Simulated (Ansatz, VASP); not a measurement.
# Cross-check of CoO (zincblende prototype) between VASP and Ansatz, part 3 of 3

Wanted: the spread between two codes on one cell, functional and k mesh. The cell is invented: As first built, before any earlier steps moved the atoms (in the runner's words): zincblende prototype, lattice guessed from radii. It may not be a known or stable phase. The cell is taken from a series of runs on this material, whose earlier steps may have relaxed, scaled, displaced or heated it; both programs get it as it stands.

VASP 6.6.1 and Ansatz 0.2.0.

So far. Step 6 (VASP: single point, LDA, DFT+U, pair 2): The run ends at a pressure of -10.52 GPa, with forces up to 1.7e-4 eV/Å.

### 8. Ansatz: single point, LDA, DFT+U, pair 3

Level of this step: Ansatz beside VASP: Kohn-Sham DFT, plane waves, LDA, DFT+U (Ansatz).

A single point gives forces, pressure and levels at one fixed geometry, so differences don't come from the geometry; what else differs is listed under the comparison.

The cell is taken from a series of runs on this material, whose earlier steps may have relaxed, scaled, displaced or heated it; both programs get it as it stands.

File input.yaml:

```yaml
crystal:
  lattice:
    - [0.0, -2.285144763, -2.285144763]
    - [-4.570289526, 0.0, 0.0]
    - [2.285144763, 4.570289526, -2.285144763]
  atoms:
    - { symbol: Co, position: [0.666666667, 0.666666667, 0.333333333], spin: 3.0 }
    - { symbol: Co, position: [0.333333333, 0.333333333, 0.666666667], spin: 3.0 }
    - { symbol: Co, position: [0.0, 0.0, 0.0], spin: 3.0 }
    - { symbol: O, position: [0.166666667, 0.416666667, 0.333333333] }
    - { symbol: O, position: [0.833333333, 0.083333333, 0.666666667] }
    - { symbol: O, position: [0.5, 0.75, 0.0] }
magnetization:
  spin_polarized: true
kpoints:
  mp_grid: { grid: [9, 9, 9] }
hamiltonian:
  xc: lda
  hubbard:
    sites:
      - { species: Co, l: d, u_eff: 4.38 }
      - { site: 0, l: d, u_eff: 4.38, starting_ns: [{ spin: up, occupation_matrix: co1_major }, { spin: down, occupation_matrix: co1_minor }] }
      - { site: 1, l: d, u_eff: 4.38, starting_ns: [{ spin: up, occupation_matrix: co1_major }, { spin: down, occupation_matrix: co1_minor }] }
      - { site: 2, l: d, u_eff: 4.38, starting_ns: [{ spin: up, occupation_matrix: co1_major }, { spin: down, occupation_matrix: co1_minor }] }
    projectors: ortho-atomic
    occupation_matrices:
      co1_major:
        matrix:
          - [0.998, 0.0, 0.0, 0.0, 0.0]
          - [0.0, 0.994, 0.0, 0.0, 0.0]
          - [0.0, 0.0, 0.994, 0.0, 0.0]
          - [0.0, 0.0, 0.0, 0.998, 0.0]
          - [0.0, 0.0, 0.0, 0.0, 0.994]
      co1_minor:
        matrix:
          - [0.986, 0.0, 0.0, 0.0, 0.0]
          - [0.0, 0.127, 0.0, 0.0, 0.0]
          - [0.0, 0.0, 0.127, 0.0, 0.0]
          - [0.0, 0.0, 0.0, 0.986, 0.0]
          - [0.0, 0.0, 0.0, 0.0, 0.127]
scf:
  occupations: { method: fermi_dirac, width: 0.05 }
output:
  eigenvalues: true
```

On the command line:

```sh
$ ansatz run input.yaml --threads 4 --pin off --max-ram 8192MiB --backend cpu --events-out ev --progress --plain --runs-dir out
```

Numbers of over 12 decimals in the logs are rounded to 6 here.

The program printed:

```text
[...]
Crystal: 6 atoms, lattice volume = 71.597 Å³
Basis set: ecut = 420 eV, 1391 PW (Γ)
Bands: 47, of which v1, the nominal top of the filled ones, is band 35 counted from 1 (34 counted from 0)
Symmetry: 12 space group operations
[...]
k-points: 125 of 729 (time reversal used)
[...]
Starting moments: Σ|m| = 9 μB on 3 of 6 sites
[...]
k-point 0 ↑: bands = [... 31 lower, 5.6590, 7.2183, 7.2183, 8.0559, 8.0559, 9.4911, 9.4911, 9.4911, ... 8 higher]
  k-point 1 ↑: bands = [... 31 lower, 5.9674, 7.2320, 7.2621, 7.7302, 8.3686, 9.1855, 9.4359, 9.4780, ... 8 higher]
  k-point 2 ↑: bands = [... 31 lower, 6.3505, 7.2934, 7.3791, 7.4138, 8.6525, 8.7392, 9.2660, 9.4375, ... 8 higher]
  k-point 124 ↓: bands = [... 31 lower, 10.8064, 11.5941, 12.2582, 12.2582, 12.4073, 12.4073, 12.8047, 12.8047, ... 8 higher]
Occupation matrices written to <dir>
[key lines of the parts left out:]
SCF converged after 12 iterations
Magnetization: 9.0000 μB (39.0000 up, 30.0000 down)
Free energy (F): -16845.058654 eV
Fermi energy:    9.795192 eV
```

### 9. VASP: single point, LDA, DFT+U, pair 3

The same cell, functional (in two slightly different forms), mesh and smearing now go to VASP, with its own data sets.

File INCAR:

```
SYSTEM = CoO
PREC = Accurate
ENCUT = 520
EDIFF = 1E-06
NELM = 200
ISMEAR = -1
SIGMA = 0.05
LREAL = .FALSE.
ALGO = Normal
GGA = PW92
NBANDS = 36
ISPIN = 2
MAGMOM = 2.46 2.46 2.46 0.21 0.21 0.21
LDAU = .TRUE.
LDAUTYPE = 2
LDAUL = 2 -1
LDAUU = 4.38 0
LDAUJ = 0 0
LDAUPRINT = 1
LASPH = .TRUE.
LMAXMIX = 4
LORBIT = 11
LWAVE = .FALSE.
LCHARG = .FALSE.
ISIF = 2
GGA_COMPAT = .FALSE.
KPAR = 2
```

File POSCAR:

```
CoO
1.0
    0.0000000000     -2.2851447630     -2.2851447630
   -4.5702895260      0.0000000000      0.0000000000
    2.2851447630      4.5702895260     -2.2851447630
Co O
3 3
Direct
    0.6666666667      0.6666666667      0.3333333333
    0.3333333333      0.3333333333      0.6666666667
    0.0000000000      0.0000000000      0.0000000000
    0.1666666667      0.4166666667      0.3333333333
    0.8333333333      0.0833333333      0.6666666667
    0.5000000000      0.7500000000      0.0000000000
```

File KPOINTS:

```
Automatic mesh
0
Gamma
9 9 9
0 0 0
```

The projector-augmented-wave data sets are Co and O (LDA family, release 64).

On the command line:

```sh
$ mpirun -np 2 vasp_std
```

The program printed:

```text
[... set-up lines as in an earlier step ...]
 entering main loop
       N       E                     dE             d eps       ncg     rms          rms(c)
DAV:   1     0.434373860774E+03    0.43437E+03   -0.20148E+04 18040   0.147E+03
DAV:   2     0.194544220990E+02   -0.41492E+03   -0.37478E+03 18472   0.354E+02
DAV:   3    -0.413139895133E+02   -0.60768E+02   -0.58205E+02 19772   0.154E+02
DAV:   4    -0.433436522841E+02   -0.20297E+01   -0.20139E+01 21080   0.299E+01
[...]
DAV:  15    -0.392290517314E+02    0.37345E-04   -0.24498E-04 21608   0.164E-01    0.444E-02
DAV:  16    -0.392290520624E+02   -0.33098E-06   -0.56579E-05 22492   0.915E-02    0.961E-03
DAV:  17    -0.392290515323E+02    0.53009E-06   -0.52727E-06 17896   0.266E-02
   1 F= -.39229052E+02 E0= -.39229048E+02  d E =-.609235E-05  mag=     9.0002
```

Parts of OUTCAR (step 9):

```text
  Total       -3.7144732     -3.7143922     -3.7143922      0.0000000      0.0008017      0.0000000
  in kB      -83.1218897    -83.1200769    -83.1200769      0.0000000      0.0179395      0.0000000
  external PRESSURE =     -83.1206812 kB  Pullay stress =       0.0000000 kB

 POSITION                                       TOTAL-FORCE (eV/Angst)
 -----------------------------------------------------------------------------------
     -2.28514     -0.00000     -2.28514        -0.000036      0.000000     -0.000000
      0.00000      2.28514     -2.28514        -0.000036      0.000000      0.000000
      0.00000      0.00000      0.00000        -0.000036     -0.000000      0.000000
     -1.14257      1.14257     -1.14257         0.000036      0.000000     -0.000000
      1.14257      1.14257     -3.42772         0.000036     -0.000000     -0.000000
     -3.42772     -1.14257     -1.14257         0.000036     -0.000000     -0.000000
 -----------------------------------------------------------------------------------
    total drift:                                0.000062     -0.000018      0.000007

  FREE ENERGIE OF THE ION-ELECTRON SYSTEM (eV)
  ---------------------------------------------------
  free  energy   TOTEN  =       -39.2290515323 eV

  energy  without entropy=      -39.2290454399  energy(sigma->0) =      -39.22904849

 magnetization (x)
# of ion       s       p       d       tot
------------------------------------------
    1        0.017   0.049   2.644   2.709
    2        0.017   0.049   2.644   2.709
    3        0.017   0.049   2.644   2.709
    4        0.014   0.176   0.000   0.189
    5        0.014   0.176   0.000   0.189
    6        0.014   0.176   0.000   0.189
--------------------------------------------------
tot          0.091   0.674   7.931   8.696

[... 2 parts as in an earlier step ...]

[... 1 further part left out ...]
[key lines of the parts left out:]
E-fermi :   5.0229
```

The run ends at a pressure of -8.31 GPa.

### 10. Side by side

What differs besides the data sets and the points named for the pairs above, as far as they apply: the data sets hold 69 valence electrons in Ansatz (on its default PAW (the set named soft_2) files) and 45 in VASP. Total energies have different zeros and are not compared.

Compared:

```tsv
quantity	Ansatz	VASP	difference
total moment (μB)	9.00	9.00	0.00
moment on Co1 (μB)	2.46	2.71	-0.25
moment on Co2 (μB)	2.46	2.71	-0.25
moment on Co3 (μB)	2.46	2.71	-0.25
moment on O4 (μB)	0.21	0.19	+0.02
moment on O5 (μB)	0.21	0.19	+0.02
moment on O6 (μB)	0.21	0.19	+0.02
```

### 11. Summary of results

| Quantity | Value |
| --- | --- |
| difference in total moment (single point, LDA, DFT+U, pair 1) | 8.1e-4 μB |
| difference in total moment (single point, LDA, DFT+U, pair 2) | 0.0057 μB |
| difference in total moment (single point, LDA, DFT+U, pair 3) | -2.0e-4 μB |

The difference in total moment is 8.1e-4 μB (single point, LDA, DFT+U, pair 1). The data sets hold unlike numbers of valence electrons (69 in Ansatz and 45 in VASP), so part of the differences comes from the potentials. 1 further run of this series is not shown here. How closely two codes agree says nothing of how well the functional describes the real material.

[Lines on the potential files, build, host, timing and source positions are cut from VASP's logs without a mark.]

[Logs are printed without paths, hosts, clocks, repeated set-up lines and the standing remarks that a program may print on its own settings, such as how far it seeks lower states.]

[Hosts, paths, dates, database ids (printed as entryN), source tags and the programs' standing remarks are cut or masked in the printed files.]
